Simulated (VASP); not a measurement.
# Rb2CdSe2O6: structure and properties in VASP

Wanted: the relaxed cell of Rb2CdSe2O6 and its properties. The steps: relaxing cell and atoms (vdW-DF-cx), density, ELF and potential (vdW-DF-cx), bands along the symmetry lines (vdW-DF-cx), density of states (vdW-DF-cx), core levels (vdW-DF-cx), volume scan with vdW-DF-cx and fit for vdW-DF-cx. The start is a cell from a database of measured crystal structures.

Main program and level: VASP 6.6.1; vdW-DF-cx; plane waves and PAW (Cd, Rb_sv, Se, O).

Report form: the programs' logs are mostly left out.

### Step 1. The starting structure

Before any relaxation, the start is as follows. Symmetry: R-3m, No. 166, trigonal system. Conventional cell: a = 5.750 Å, b = 5.750 Å, c = 19.669 Å, α = 90.00°, β = 90.00°, γ = 120.00°. Nearest to Cd lie 6 O at 2.33 Å. Nearest to Rb lie 9 O at 2.97 to 3.12 Å. Se has 3 O at 1.69 Å nearest. Nearest to O lie 1 Se at 1.69 Å and 1 Cd at 2.33 Å and 3 Rb at 2.97 to 3.12 Å. Farther neighbours and most contacts between anions are not listed.

Structure file:

```xyz
11
Lattice="2.8752 1.6600 6.5562 -2.8752 1.6600 6.5562 0.0000 -3.3199 6.5562" Properties=species:S:1:pos:R:3 pbc="T T T"
Cd    0.0000    0.0000    0.0000
Rb    0.0000    0.0000    3.8596
Rb    0.0000    0.0000   15.8089
Se    0.0000    0.0000    7.3380
Se    0.0000    0.0000   12.3305
O     0.0000   -1.5312    8.0508
O     1.3260    0.7656    8.0508
O    -1.3260    0.7656    8.0508
O    -1.3260   -0.7656   11.6177
O     0.0000    1.5312   11.6177
O     1.3260   -0.7656   11.6177
```

### Step 2. Relaxing cell and atoms (vdW-DF-cx)

Properties are meant for the cell that this level of theory prefers, so cell and atoms are relaxed first (ISIF = 3) until forces and stress are small; EDIFFG sets the threshold. vdW-DF-cx takes its exchange from the same plasmon model as its correlation. LUSE_VDW switches on a nonlocal correlation term for dispersion.

File INCAR:

```
SYSTEM = Rb2CdSe2O6
PREC = Accurate
ENCUT = 520
EDIFF = 1E-06
NELM = 100
ISMEAR = 0
SIGMA = 0.05
LREAL = .FALSE.
ALGO = Normal
GGA = CX
AGGAC = 0
LUSE_VDW = .TRUE.
LASPH = .TRUE.
NBANDS = 50
LORBIT = 11
LWAVE = .FALSE.
LCHARG = .FALSE.
KPAR = 4
IBRION = 2
NSW = 60
ISIF = 3
EDIFFG = -0.01
```

File POSCAR:

```
Rb2CdSe2O6
1.0
    2.8751500000      1.6599686265      6.5561666667
   -2.8751500000      1.6599686265      6.5561666667
    0.0000000000     -3.3199372529      6.5561666667
Cd Rb Se O
1 2 2 6
Direct
    0.0000000000      0.0000000000      0.0000000000
    0.1962333333      0.1962333333      0.1962333333
    0.8037666667      0.8037666667      0.8037666667
    0.3730833333      0.3730833333      0.3730833333
    0.6269166667      0.6269166667      0.6269166667
    0.2555900000      0.2555900000      0.7167900000
    0.7167900000      0.2555900000      0.2555900000
    0.2555900000      0.7167900000      0.2555900000
    0.2832100000      0.7444100000      0.7444100000
    0.7444100000      0.7444100000      0.2832100000
    0.7444100000      0.2832100000      0.7444100000
```

File KPOINTS:

```
Automatic mesh
0
Gamma
6 6 6
0 0 0
```

PAW data sets: Cd, Rb_sv, Se and O (PBE family, release 64).

The run is started by

```
$ mpirun -np 4 vasp_std
```

Elapsed: 33 min, on 4 MPI ranks of AMD EPYC 9R45, shared host; peak memory 5.7 GiB.

The gap is read on the k-mesh alone, so it is an upper bound where the band edges lie off the mesh, and a coarse mesh can show a gap where there is none. The PAW data sets were made with PBE, which is usual practice but a small mismatch for other functionals. The run keeps the 12 symmetry operations of its start, so it cannot find a distortion of lower symmetry.

The steps of the relaxation:

| step | energy less that of the first step (eV) | largest force (eV/Å) | pressure (GPa) | volume (Å³) |
| --- | --- | --- | --- | --- |
| 1 | 0.0000 | 1.7785 | 3.41 | 187.74 |
| 2 | 0.6134 | 3.7469 | -7.13 | 197.77 |
| 3 | -0.1354 | 0.1347 | -0.30 | 190.50 |
| 4 | -0.1356 | 0.0888 | -0.22 | 190.42 |
| 5 | -0.1355 | 0.0834 | -0.15 | 190.37 |
| 6 | -0.1376 | 0.0630 | -0.05 | 189.89 |
| 7 | -0.1384 | 0.0788 | 0.07 | 189.31 |
| 8 | -0.1396 | 0.1130 | -0.13 | 189.16 |
| 9 | -0.1396 | 0.1316 | -0.16 | 189.14 |
| 10 | -0.1404 | 0.1189 | -0.11 | 188.99 |
| 11 | -0.1421 | 0.0793 | 0.05 | 188.54 |
| 12 | -0.1414 | 0.0857 | 0.37 | 187.64 |
| 13 | -0.1424 | 0.0493 | 0.16 | 188.20 |
| 14 | -0.1428 | 0.0441 | 0.12 | 188.30 |
| 15 | -0.1432 | 0.0283 | -0.04 | 188.58 |
| 16 | -0.1432 | 0.0191 | 0.04 | 188.53 |
| 17 | -0.1432 | 0.0075 | 0.01 | 188.55 |

| conventional cell, symmetrised | before | after | change |
| --- | --- | --- | --- |
| a (Å) | 5.750 | 5.772 | +0.4 % |
| b (Å) | 5.750 | 5.772 | +0.4 % |
| c (Å) | 19.669 | 19.602 | -0.3 % |
| volume (Å³/atom) | 17.07 | 17.14 | +0.4 % |

The atoms that moved most (Å, as changes of fractional coordinates times the final cell):

| atom | dx | dy | dz | length |
| --- | --- | --- | --- | --- |
| O10 | 0.000 | 0.022 | -0.032 | 0.039 |
| O6 | 0.000 | -0.022 | 0.032 | 0.039 |
| O9 | -0.019 | -0.011 | -0.032 | 0.039 |
| O11 | 0.019 | -0.011 | -0.032 | 0.039 |
| O7 | 0.019 | 0.011 | 0.032 | 0.039 |
| O8 | -0.019 | 0.011 | 0.032 | 0.039 |
| Rb2 | 0.000 | 0.000 | 0.025 | 0.025 |
| Rb3 | 0.000 | 0.000 | -0.025 | 0.025 |

Final coordinates:

```xyz
11
Lattice="2.8862 1.6664 6.5341 -2.8862 1.6664 6.5341 0.0000 -3.3327 6.5341" Properties=species:S:1:pos:R:3 pbc="T T T"
Cd    0.0000    0.0000    0.0000
Rb    0.0000    0.0000    3.8711
Rb    0.0000    0.0000   15.7312
Se    0.0000    0.0000    7.3158
Se    0.0000    0.0000   12.2866
O     0.0000   -1.5595    8.0553
O     1.3505    0.7797    8.0553
O    -1.3505    0.7797    8.0553
O    -1.3505   -0.7797   11.5471
O     0.0000    1.5595   11.5471
O     1.3505   -0.7797   11.5471
```

This step gave:

| Item | Value |
| --- | --- |
| electrons | 78 |
| bands | 50 |
| irreducible k-points | 32 |
| symmetry operations | 12 |
| free energy (TOTEN) | -33.62 eV |
| Fermi energy | 0.6622 eV |
| pressure | 0.01065 GPa |
| metallic, judged on the points sampled | no |
| valence top at k | -0.3333, 0.3333, 0 |
| conduction bottom at k | 0, 0, 0 |
| least direct gap at k | 0, 0, 0 |
| SCF cycles over all ionic steps | 109 |
| gap on the k-mesh | 3.829 eV |
| least direct gap on the k-mesh | 3.962 eV |

It ends with a largest force of 0.007 eV/Å and a pressure of 0.01 GPa. The volume lies +0.4 % from that of the database's start.

### Step 3. Density, ELF and potential (vdW-DF-cx)

A single point on the relaxed cell gives a clean self-consistent state, with density, ELF and potential written out.

INCAR: that of step 2 with these lines changed.

```diff
@@ -16,7 +16,5 @@
 LWAVE = .FALSE.
-LCHARG = .FALSE.
-KPAR = 4
-IBRION = 2
-NSW = 60
-ISIF = 3
-EDIFFG = -0.01
+LCHARG = .TRUE.
+ISIF = 2
+LELF = .TRUE.
+LVHAR = .TRUE.
```

File POSCAR:

```
Rb2CdSe2O6
1.0
    2.8862060036      1.6663518132      6.5341279690
   -2.8862060036      1.6663518132      6.5341279690
    0.0000000000     -3.3327036263      6.5341279690
Cd Rb Se O
1 2 2 6
Direct
    0.0000000000      0.0000000000      0.0000000000
    0.1974833440      0.1974833440      0.1974833440
    0.8025166560      0.8025166560      0.8025166560
    0.3732106854      0.3732106854      0.3732106854
    0.6267893146      0.6267893146      0.6267893146
    0.2549577843      0.2549577843      0.7228824993
    0.7228824993      0.2549577843      0.2549577843
    0.2549577843      0.7228824993      0.2549577843
    0.2771175007      0.7450422157      0.7450422157
    0.7450422157      0.7450422157      0.2771175007
    0.7450422157      0.2771175007      0.7450422157
```

KPOINTS is that of step 2.

The run is started by

```
$ mpirun -np 4 vasp_std
```

Run time: 2.2 min. Hardware: 4 MPI ranks; peak memory 2.2 GiB.

Numbers from this step:

| Property | Result |
| --- | --- |
| SCF cycles | 16 |
| bands | 52 |
| Fermi energy | 0.6367 eV |
| pressure | 0.007954 GPa |

Valence electrons inside each PAW sphere by angular momentum. Sphere charges, by row:

| atom | s (e) | p (e) | d (e) | tot (e) |
| --- | --- | --- | --- | --- |
| Cd1 | 0.301 | 0.239 | 9.658 | 10.2 |
| Rb2 | 1.937 | 5.366 | 0.025 | 7.328 |
| Rb3 | 1.937 | 5.366 | 0.025 | 7.328 |
| Se4 | 1.468 | 2.056 | 0.379 | 3.903 |
| Se5 | 1.468 | 2.056 | 0.379 | 3.903 |
| O6 | 1.578 | 3.411 | 0 | 4.989 |
| O7 | 1.578 | 3.411 | 0 | 4.989 |
| O8 | 1.578 | 3.411 | 0 | 4.989 |
| O9 | 1.578 | 3.411 | 0 | 4.989 |
| O10 | 1.578 | 3.411 | 0 | 4.989 |
| O11 | 1.578 | 3.411 | 0 | 4.989 |

Electrostatic potential energy in the ac plane of the conventional cell at fractional y = 0.000, with atoms of Cd and Rb and Se and O within 0.2 Å of it. With pseudopotentials it is smooth inside the atoms' cores, unlike the true potential.

Ten even steps from '_' (-39 eV) to '@' (6 eV), each cell a mean:
```
****##%%@@@@@@@@@@@@@@@@@@%%****
%%%%@@@@@@@@@@@@@@@@@@@@@@@@@@%%
@@@@@@@@@@@@@@@@@@@@@@@@@@@@@@@@
####%%@@@@@@@@@@@@@@@@@@@@%%####
--==**%%@@@@@@@@@@@@@@@@%%##++==
++**##%%@@@@%%--::**@@@@@@%%##**
@@@@@@@@@@@@##::::++@@@@@@@@@@@@
##%%%%@@@@@@@@@@@@@@@@@@@@@@%%##
..__==%%@@@@@@@@@@@@@@@@@@##..__
__..++%%@@@@@@@@@@@@@@@@%%##--__
%%@@@@@@@@@@@@@@@@@@@@@@@@@@@@%%
@@@@@@@@@@@@@@@@@@@@@@@@@@@@@@@@
@@@@@@@@@@@@@@@@@@@@@@@@@@@@@@@@
##%%@@@@@@@@@@@@@@@@@@@@@@@@%%##
..__==%%@@@@@@@@@@@@@@@@%%##..__
....++%%@@@@@@@@@@@@@@@@@@##::__
%%%%@@@@@@@@@@@@@@@@@@@@@@@@@@%%
%%%%@@@@@@@@##..__--@@@@@@@@@@%%
++++##%%@@@@@@++++##@@@@@@%%**++
==++**%%@@@@@@@@@@@@@@@@%%##++==
##%%%%@@@@@@@@@@@@@@@@@@@@@@%%##
@@@@@@@@@@@@@@@@@@@@@@@@@@@@@@@@
%%%%@@@@@@@@@@@@@@@@@@@@@@@@%%%%
****##%%@@@@@@@@@@@@@@@@@@##****
```
Columns run along a (5.8 Å; values clipped at the 3rd and 97th percentile), rows up along c (19.6 Å), edges of the conventional cell, whose origin can differ from the input's. Atoms in or near the plane, at fractional coordinates: Cd at (0.00, 0.00), Rb at (0.00, 0.20), Rb at (0.00, 0.80), Se at (0.00, 0.37), Se at (0.00, 0.63), O at (0.51, 0.74), O at (0.49, 0.26).

Valence density in the ac plane of the conventional cell at fractional y = 0.000, with atoms of Cd and Rb and Se and O within 0.2 Å of it. It is the smooth field of the valence electrons, not physical close to the nuclei.

Ten steps, logarithmic in the rise over the least value, from '0' (0.01 × 1e0 e/Å³) to '9' (6.28 × 1e0 e/Å³), each cell a mean:
```
9853211101112468
2223432111343322
0112321101222211
5531000000001245
7763101221102577
6642135887421356
2110136897420012
4421012332111234
4543211001123455
4555532001245554
2233321001233322
0000000000000000
0000100000001000
3334431001234433
3555431001245554
5543211111112355
3321012443210123
3210136998520122
7652125776311467
7753100111002467
4421100000001234
0113332111233210
4333332111233334
9853111000112479
```
Columns run along a (5.8 Å), rows up along c (19.6 Å), edges of the conventional cell, whose origin can differ from the input's. Atoms in or near the plane, at fractional coordinates: Cd at (0.00, 0.00), Rb at (0.00, 0.20), Rb at (0.00, 0.80), Se at (0.00, 0.37), Se at (0.00, 0.63), O at (0.51, 0.74), O at (0.49, 0.26).

ELF in the ac plane of the conventional cell at fractional y = 0.000, with atoms of Cd and Rb and Se and O within 0.2 Å of it. It is the smooth field of the valence electrons, not physical close to the nuclei.

Values, 24 rows by 16 columns, each cell a mean:
```
0.09 0.15 0.19 0.15 0.19 0.18 0.10 0.05 0.05 0.07 0.14 0.20 0.16 0.16 0.18 0.11
0.10 0.09 0.20 0.50 0.68 0.64 0.38 0.10 0.06 0.22 0.54 0.69 0.61 0.33 0.11 0.10
0.07 0.06 0.13 0.35 0.51 0.43 0.18 0.04 0.02 0.09 0.32 0.50 0.45 0.22 0.07 0.06
0.72 0.65 0.44 0.18 0.05 0.03 0.02 0.02 0.02 0.02 0.02 0.04 0.09 0.31 0.57 0.70
0.57 0.79 0.85 0.57 0.09 0.07 0.23 0.33 0.35 0.29 0.14 0.04 0.31 0.78 0.85 0.66
0.79 0.80 0.66 0.25 0.10 0.48 0.80 0.81 0.77 0.83 0.68 0.23 0.10 0.48 0.76 0.80
0.27 0.21 0.09 0.03 0.15 0.53 0.77 0.75 0.70 0.79 0.67 0.33 0.05 0.05 0.16 0.25
0.89 0.83 0.59 0.18 0.05 0.10 0.21 0.29 0.30 0.25 0.16 0.06 0.08 0.39 0.76 0.87
0.80 0.82 0.68 0.37 0.24 0.19 0.09 0.04 0.04 0.06 0.14 0.22 0.28 0.53 0.79 0.81
0.56 0.61 0.59 0.62 0.69 0.64 0.34 0.06 0.03 0.17 0.53 0.69 0.66 0.59 0.61 0.59
0.19 0.20 0.32 0.54 0.60 0.44 0.15 0.03 0.02 0.07 0.30 0.55 0.59 0.43 0.24 0.19
0.01 0.02 0.05 0.09 0.08 0.04 0.01 0.01 0.02 0.01 0.02 0.06 0.10 0.07 0.03 0.01
0.02 0.03 0.09 0.17 0.16 0.07 0.02 0.02 0.02 0.02 0.04 0.12 0.18 0.13 0.05 0.02
0.29 0.29 0.39 0.60 0.68 0.54 0.22 0.03 0.02 0.10 0.40 0.65 0.66 0.49 0.32 0.28
0.57 0.65 0.61 0.58 0.62 0.57 0.30 0.06 0.03 0.16 0.47 0.62 0.60 0.58 0.65 0.61
0.88 0.88 0.71 0.34 0.16 0.11 0.06 0.05 0.05 0.05 0.09 0.14 0.22 0.54 0.83 0.89
0.76 0.69 0.46 0.13 0.05 0.17 0.33 0.42 0.44 0.38 0.25 0.09 0.06 0.28 0.61 0.74
0.35 0.29 0.14 0.04 0.17 0.59 0.81 0.75 0.67 0.82 0.73 0.36 0.05 0.07 0.23 0.34
0.75 0.82 0.75 0.34 0.08 0.38 0.73 0.80 0.79 0.79 0.59 0.17 0.15 0.60 0.82 0.78
0.62 0.80 0.83 0.54 0.09 0.03 0.12 0.19 0.20 0.16 0.07 0.03 0.29 0.75 0.84 0.70
0.60 0.50 0.30 0.12 0.09 0.07 0.03 0.02 0.02 0.02 0.04 0.09 0.09 0.19 0.41 0.57
0.03 0.04 0.17 0.45 0.61 0.54 0.25 0.05 0.03 0.13 0.42 0.61 0.55 0.30 0.08 0.03
0.14 0.12 0.17 0.42 0.61 0.58 0.34 0.10 0.06 0.20 0.48 0.62 0.53 0.27 0.12 0.13
0.05 0.12 0.21 0.13 0.12 0.11 0.06 0.04 0.04 0.05 0.09 0.12 0.12 0.18 0.18 0.06
```
Columns run along a (5.8 Å), rows up along c (19.6 Å), edges of the conventional cell, whose origin can differ from the input's. Atoms in or near the plane, at fractional coordinates: Cd at (0.00, 0.00), Rb at (0.00, 0.20), Rb at (0.00, 0.80), Se at (0.00, 0.37), Se at (0.00, 0.63), O at (0.51, 0.74), O at (0.49, 0.26).

In this run the pressure is 0.01 GPa, small enough to go on; single stress components reach 0.02 GPa.

### Step 4. Bands along the symmetry lines (vdW-DF-cx)

Levels along the symmetry lines show where the bands peak and cross; KPOINTS_OPT computes them in the converged potential.

INCAR: that of step 3 with these lines changed.

```diff
@@ -13,8 +13,6 @@
 LASPH = .TRUE.
-NBANDS = 50
+NBANDS = 65
 LORBIT = 11
 LWAVE = .FALSE.
-LCHARG = .TRUE.
-ISIF = 2
-LELF = .TRUE.
-LVHAR = .TRUE.
+LCHARG = .FALSE.
+KPAR = 4
```

POSCAR is that of step 3.

KPOINTS is that of step 3.

File KPOINTS_OPT:

```
Line mode
12
Line-mode
Reciprocal
  0.00000000   0.00000000   0.00000000 GAMMA
  0.50000000   0.00000000   0.00000000 L

  0.50000000   0.00000000   0.00000000 L
  0.50000000   0.21002443  -0.21002443 B1

  0.78997557   0.50000000   0.21002443 B
  0.50000000   0.50000000   0.50000000 Z

  0.50000000   0.50000000   0.50000000 Z
  0.00000000   0.00000000   0.00000000 GAMMA

  0.00000000   0.00000000   0.00000000 GAMMA
  0.35501221   0.00000000  -0.35501221 X

  0.64498779   0.35501221   0.00000000 Q
  0.50000000   0.50000000   0.00000000 F

  0.50000000   0.50000000   0.00000000 F
  0.64498779   0.64498779   0.21002443 P1

  0.64498779   0.64498779   0.21002443 P1
  0.50000000   0.50000000   0.50000000 Z

  0.50000000   0.00000000   0.00000000 L
  0.78997557   0.35501221   0.35501221 P
```

The run is started by

```
$ mpirun -np 4 vasp_std
```

Wall time 7.5 min (4 MPI ranks); peak memory 5.6 GiB; 30 min of CPU time.

Spin-orbit coupling is off here; it would split degenerate levels, and where the valence top consists of them it lifts Se p states by about 0.1 eV.

Numbers from this step:

```
SCF cycles                        : 15
bands                             : 65
Fermi energy                      : 0.624 eV
pressure                          : 0.01156 GPa
least gap on mesh and path        : 3.829 eV
least direct gap on mesh and path : 3.962 eV
valence top at k                  : 0.3550, 0, -0.3550
```

The electronic bands at the labelled points (eV, zero at the valence-band top; v1 is the highest filled band, c1 the lowest empty one):

| point | v4 | v3 | v2 | v1 | c1 | c2 | c3 | c4 |
| --- | --- | --- | --- | --- | --- | --- | --- | --- |
| Γ | -0.29 | -0.17 | -0.17 | -0.13 | 3.83 | 4.59 | 4.59 | 5.25 |
| 0.45 of the way | -0.40 | -0.33 | -0.16 | -0.15 | 4.23 | 4.58 | 4.72 | 5.71 |
| L | -0.48 | -0.36 | -0.14 | -0.04 | 4.50 | 4.62 | 5.38 | 6.17 |
| 0.55 of the way | -0.54 | -0.48 | -0.25 | -0.01 | 4.27 | 5.16 | 5.43 | 6.28 |
| B1 | -0.52 | -0.52 | -0.22 | 0.00 | 4.30 | 5.23 | 5.54 | 6.26 |
| jump to B | -0.52 | -0.52 | -0.22 | 0.00 | 4.30 | 5.23 | 5.54 | 6.26 |
| 0.55 of the way | -0.33 | -0.29 | -0.28 | -0.11 | 4.43 | 4.73 | 4.89 | 5.34 |
| Z | -0.26 | -0.26 | -0.18 | -0.17 | 4.08 | 4.63 | 4.67 | 4.67 |
| 0.45 of the way | -0.27 | -0.22 | -0.22 | -0.15 | 3.95 | 4.64 | 4.64 | 4.91 |
| Γ | -0.29 | -0.17 | -0.17 | -0.13 | 3.83 | 4.59 | 4.59 | 5.25 |
| 0.45 of the way | -0.44 | -0.37 | -0.23 | -0.13 | 4.25 | 4.63 | 4.89 | 5.92 |
| X | -0.53 | -0.53 | -0.23 | 0.00 | 4.27 | 5.29 | 5.49 | 6.33 |
| jump to Q | -0.53 | -0.53 | -0.23 | 0.00 | 4.27 | 5.29 | 5.49 | 6.33 |
| 0.45 of the way | -0.51 | -0.32 | -0.22 | -0.02 | 4.34 | 5.02 | 5.48 | 6.20 |
| F | -0.48 | -0.22 | -0.09 | -0.08 | 4.44 | 4.77 | 5.37 | 6.12 |
| 0.45 of the way | -0.48 | -0.23 | -0.10 | -0.08 | 4.45 | 4.77 | 5.37 | 6.11 |
| P1 | -0.47 | -0.26 | -0.12 | -0.07 | 4.49 | 4.75 | 5.36 | 6.08 |
| 0.55 of the way | -0.33 | -0.30 | -0.20 | -0.14 | 4.40 | 4.72 | 4.76 | 5.23 |
| Z | -0.26 | -0.26 | -0.18 | -0.17 | 4.08 | 4.63 | 4.67 | 4.67 |
| jump to L | -0.48 | -0.36 | -0.14 | -0.04 | 4.50 | 4.62 | 5.38 | 6.17 |
| 0.45 of the way | -0.48 | -0.33 | -0.14 | -0.05 | 4.50 | 4.66 | 5.38 | 6.16 |
| P | -0.47 | -0.26 | -0.12 | -0.07 | 4.49 | 4.75 | 5.36 | 6.08 |

Of the projections kept (Cd, Rb, Se, O), the largest for each band there, as a share of the weight inside these atoms' spheres; weight between the spheres isn't counted:

| point | v4 | v3 | v2 | v1 | c1 | c2 | c3 | c4 |
| --- | --- | --- | --- | --- | --- | --- | --- | --- |
| Γ | O 1.00 | O 0.82 | O 0.82 | O 1.00 | Cd 0.53 | O 0.54 | O 0.54 | O 0.44 |
| L | O 0.99 | O 0.73 | O 0.85 | O 0.79 | O 0.55 | O 0.60 | Se 0.55 | O 0.44 |
| B1 | O 0.94 | O 0.89 | O 0.75 | O 0.79 | O 0.61 | O 0.52 | O 0.49 | Se 0.52 |
| B | O 0.94 | O 0.89 | O 0.75 | O 0.79 | O 0.61 | O 0.52 | O 0.49 | Se 0.52 |
| Z | O 0.82 | O 0.82 | O 0.69 | O 1.00 | Cd 0.47 | O 0.45 | O 0.53 | O 0.53 |
| Γ | O 1.00 | O 0.82 | O 0.82 | O 1.00 | Cd 0.53 | O 0.54 | O 0.54 | O 0.44 |

The path finds the gap of the mesh within 0.02 eV, so the mesh comes close to both band edges.

### Step 5. Density of states (vdW-DF-cx)

A density of states needs more k-points than a total energy, and tetrahedra (ISMEAR = -5) or a smearing that fits the mesh; LORBIT projects the states on the PAW spheres. The mesh is finer than in the run before.

INCAR: that of step 4 with these lines changed.

```diff
@@ -5,3 +5,3 @@
 NELM = 100
-ISMEAR = 0
+ISMEAR = -5
 SIGMA = 0.05
@@ -18 +18,2 @@
 KPAR = 4
+NEDOS = 2001
```

POSCAR is that of step 4.

File KPOINTS:

```
Automatic mesh
0
Gamma
8 8 8
0 0 0
```

The run is started by

```
$ mpirun -np 4 vasp_std
```

The job ended after 6.1 min (4 MPI ranks; peak memory 6.6 GiB; 24 min of CPU time).

This step gave:

| Property | Result |
| --- | --- |
| irreducible k-points | 65 |
| Fermi energy | 0.4052 eV |
| pressure | 0.01170 GPa |
| valence top at k | -0.375, 0.375, 0 |
| gap on the k-mesh | 3.832 eV |

The density of states has structure finer than the step of the table below, so its rows give means over 1 eV, whole bins alone (the curve runs from -12.0 to 7.56 eV). Peaks (eV: height): total -8.8: 27.1, -8.2: 32.0, -6.1: 34.9, -5.8: 30.3; O p -4.4: 6.19, -1.5: 14.5, -0.5: 16.1, -0.2: 13.6; Se p -6.1: 1.51, -4.6: 1.86, -4.4: 3.45, -4.1: 2.16; Cd d -6.1: 25.5, -5.8: 26.6; O s -10.0: 3.72, -4.4: 0.705, 4.3: 0.466.

States under -12.0 eV and over 7.6 eV are left out. Table of density of states by energy, zero at the valence-band top; means over each step; 7 of 11 lines; values in states/eV/cell:

| energy (eV) | total | O p | Se p | Cd d | O s | Cd s | Se s |
| --- | --- | --- | --- | --- | --- | --- | --- |
| -11 | 0 | 0 | 0 | 0 | 0 | 0 | 0 |
| -10 | 3.99 | 0.395 | 0.0280 | 0.0530 | 0.982 | 0.00686 | 1.45 |
| -9 | 5.19 | 0.0676 | 0.0225 | 0.0116 | 0.0660 | 2.3e-4 | 0.0580 |
| -8 | 6.79 | 0.0514 | 0.0112 | 0.0150 | 0.0777 | 8.0e-4 | 0.0753 |
| -7 | 0 | 0 | 0 | 0 | 0 | 0 | 0 |
| -6 | 10.0 | 0.686 | 0.289 | 7.89 | 0.0510 | 0.00782 | 0.0435 |
| -5 | 4.14 | 1.43 | 0.835 | 0.376 | 0.106 | 0.0955 | 0.0109 |
| -4 | 7.24 | 2.74 | 1.58 | 0.652 | 0.329 | 0.0254 | 0.0166 |
| -3 | 1.27 | 0.501 | 0.158 | 0.0869 | 0.0334 | 0.0602 | 0.00400 |
| -2 | 7.06 | 4.09 | 0.0688 | 0.101 | 0.0329 | 0.0609 | 0.00518 |
| -1 | 7.78 | 4.95 | 0.110 | 0.138 | 0.0173 | 0.0145 | 0.0135 |
| 0 | 8.37 | 5.18 | 0.327 | 0.305 | 0.00717 | 0.00935 | 0.116 |
| 1 | 0 | 0 | 0 | 0 | 0 | 0 | 0 |
| 2 | 0 | 0 | 0 | 0 | 0 | 0 | 0 |
| 3 | 0 | 0 | 0 | 0 | 0 | 0 | 0 |
| 4 | 1.92 | 0.468 | 0.247 | 0.00162 | 0.115 | 0.194 | 0.00662 |
| 5 | 4.26 | 1.06 | 0.640 | 0.00337 | 0.142 | 0.131 | 0.0706 |
| 6 | 4.46 | 1.05 | 0.771 | 0.0159 | 0.180 | 0.208 | 0.218 |
| 7 | 3.32 | 0.880 | 0.580 | 0.0213 | 0.0693 | 0.163 | 0.192 |

The gap on this mesh is 3.83 eV. In the top eV of the valence band the largest shares in the PAW spheres are O p 63 %; in the lowest eV of the conduction band, O p 26 %, Se p 14 % and Cd s 6 %. The rest lies in smaller channels or between the spheres.

[end of part 1 of 2]

[Lines on the potential files, build, host, timing and source positions are cut from VASP's logs without a mark.]

[Logs are printed without paths, hosts, clocks, repeated set-up lines and the standing remarks that a program may print on its own settings, such as how far it seeks lower states.]

[Hosts, paths, dates, database ids (printed as entryN), source tags and the programs' standing remarks are cut or masked in the printed files.]

[A measured line is paired with the nearest computed mode of its activity, which favours agreement.]

[In band tables of VASP the shares of atoms and orbitals are scaled to a sum of 1 inside the atoms' spheres.]
